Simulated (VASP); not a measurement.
Set up this calculation in VASP 6.6.1, as the native input.

| Quantity | Value |
| --- | --- |
| Task | band structure |
| Functional | PBE |
| Potentials or basis | VASP PAW PBE potentials, release 64 (Zn_sv_GW, B_GW) |
| Cutoff | 900 eV |
| k mesh | 9 × 9 × 9 |
| Occupations | fermi-dirac, width 0.05 eV |
| Spin | no spin polarisation |
| Further INCAR settings | ALGO = Normal; EDIFF = 1e-06 |

The structure of ZnB lies in POSCAR:

```
ZnB
1.0
    2.8073700000      0.0000000000      0.0000000000
    0.0000000000      2.8073700000      0.0000000000
    0.0000000000      0.0000000000      2.8073700000
Zn B
1 1
Direct
    0.0000000000      0.0000000000      0.0000000000
    0.5000000000      0.5000000000      0.5000000000
```

The cell was built by a generator and needn't be a form met in nature.

One way to write it, as run:

INCAR

```
PREC = Accurate ; ENCUT = 900
EDIFF = 1E-6 ; ISMEAR = -1
SIGMA = 0.05 ; LREAL = F
LASPH = T ; NELM = 100
ALGO = Normal ; ISIF = 2
LWAVE = F ; LCHARG = F
GGA = PE
```

KPOINTS

```
Automatic mesh
0
Gamma
  9 9 9
```

KPOINTS_OPT

```
path GXMGRX,MR
15
line-mode
reciprocal
 0.0000000000  0.0000000000  0.0000000000  G
 0.0000000000  0.5000000000  0.0000000000  X

 0.0000000000  0.5000000000  0.0000000000  X
 0.5000000000  0.5000000000  0.0000000000  M

 0.5000000000  0.5000000000  0.0000000000  M
 0.0000000000  0.0000000000  0.0000000000  G

 0.0000000000  0.0000000000  0.0000000000  G
 0.5000000000  0.5000000000  0.5000000000  R

 0.5000000000  0.5000000000  0.5000000000  R
 0.0000000000  0.5000000000  0.0000000000  X

 0.5000000000  0.5000000000  0.0000000000  M
 0.5000000000  0.5000000000  0.5000000000  R
```

Potentials or basis: VASP PAW PBE potentials, release 64 (Zn_sv_GW, B_GW).

Run with:

```sh
$ cat potpaw_PBE.64/Zn_sv_GW/POTCAR potpaw_PBE.64/B_GW/POTCAR > POTCAR
$ mpirun -np 1 vasp_std > vasp.out
```

Results of the run:

The pressure is 0.3 GPa. The band gap along the path is none (metal or under the smearing width).

Wall time 30 s on 1 thread of Intel(R) Xeon(R) 6975P-C (Granite Rapids) (shared host), peak memory 0.2 GiB.
